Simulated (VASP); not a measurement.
A VASP calculation is set up with these files.

### POSCAR
```
Cr
5.707830
  0.5000000153   0.0000000000   0.0000000000
  0.0000000000   0.5000000153   0.0000000000
  0.0000000000   0.0000000000   0.5000000153
Cr
2
Cart
  0.0000000000   0.0000000000   0.0000000000
  0.2500000077   0.2500000077   0.2500000077
```

File KPOINTS:
```
Regular mesh
0
gamma
14 14 14
```

INCAR:
```
! general
SYSTEM  = Cr
PREC    = Accurate
ENCUT   = 520   ! plane-wave cut-off (eV)
LREAL   = .FALSE.   ! projection in real space or not
LASPH   = .TRUE.   ! aspherical one-centre terms

! electronic loop
EDIFF   = 1E-7   ! SCF stop (eV)
NELM    = 100   ! most electronic steps
ALGO    = Normal   ! blocked Davidson
LMAXMIX = 4

! smearing
ISMEAR  = -5   ! tetrahedra, Bloechl

! functional
GGA     = 91   ! PW91

! spin
ISPIN   = 2   ! spin-polarised
MAGMOM  = 0.7 -0.7

! ions
ISIF    = 2

! output
LWAVE   = .FALSE.
LCHARG  = .TRUE.
LORBIT  = 11   ! lm-projected
NEDOS   = 601
```

POTCAR, in this order: Cr_pv (PBE.64 set). Program: vasp_std.

### Question
Write an equivalent input for Quantum ESPRESSO's pw.x.

### Answer
One equivalent input (not run):
```
&CONTROL
  calculation = 'scf'
  pseudo_dir = './pseudo'
  outdir = './out'
  tprnfor = .true.
  tstress = .true.
/
&SYSTEM
  ibrav = 0
  nat = 2
  ntyp = 2
  ecutwfc = 94
  occupations = 'tetrahedra'
  input_dft = 'pw91'
  nspin = 2
  starting_magnetization(1) = 0.07
  starting_magnetization(2) = -0.07
/
&ELECTRONS
  conv_thr = 7.3e-09
  electron_maxstep = 100
/
ATOMIC_SPECIES
  Cr1 51.996 Cr.upf
  Cr2 51.996 Cr.upf
CELL_PARAMETERS angstrom
     2.8539151    0.0000000   -0.0000000
     0.0000000    2.8539151    0.0000000
    -0.0000000    0.0000000    2.8539151
ATOMIC_POSITIONS crystal
  Cr1  0.0000000  0.0000000  0.0000000
  Cr2  0.5000000  0.5000000  0.5000000
K_POINTS automatic
  14 14 14 0 0 0
```
The two are equivalent in intent, not identical: the potentials are each code's own (VASP's PAW set, PseudoDojo norm-conserving files in pw.x), so ENCUT and ecutwfc are chosen apart and not converted; conv_thr bounds pw.x's estimated SCF error, while EDIFF bounds the energy change between steps; starting_magnetization is a fraction of the valence charge and MAGMOM a moment in μB, so they match only roughly.

The compound is Cr in the bcc, AFM order structure. It was relaxed first.
